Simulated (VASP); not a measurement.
Input:

```xyz
6
Lattice="2.9886 0.0000 0.0000 -1.4943 2.5882 0.0000 0.0000 0.0000 7.3034" Properties=species:S:1:pos:R:3 pbc="T T T"
Mg     0.0000     1.7255     4.8615
Mg     1.4943     0.8627     2.4420
Zn     0.0000     0.0000     0.0000
O      0.0000     1.7255     1.2605
O      1.4943     0.8627     6.0429
O     -1.4943     2.5882     3.6517
```

The numbers are results of r2SCAN meta-GGA, VASP's PBE PAW potentials (set 64) (plane waves; VASP), not measurements. Settings: 520 eV cut-off, 11×11×4 Γ-centred mesh, Gaussian smearing of 0.010 eV, potentials Mg Zn O.

Question: Estimate the energy per atom (σ→0).

Answer: 
energy per atom (σ→0): -8.379 eV/atom

Total energies compare only between runs with the same potentials, cut-off and functional.

The structure comes from a computed database's Mg2ZnO3 entry (P-3m1); how it stands against other phases isn't given here. It was relaxed first.
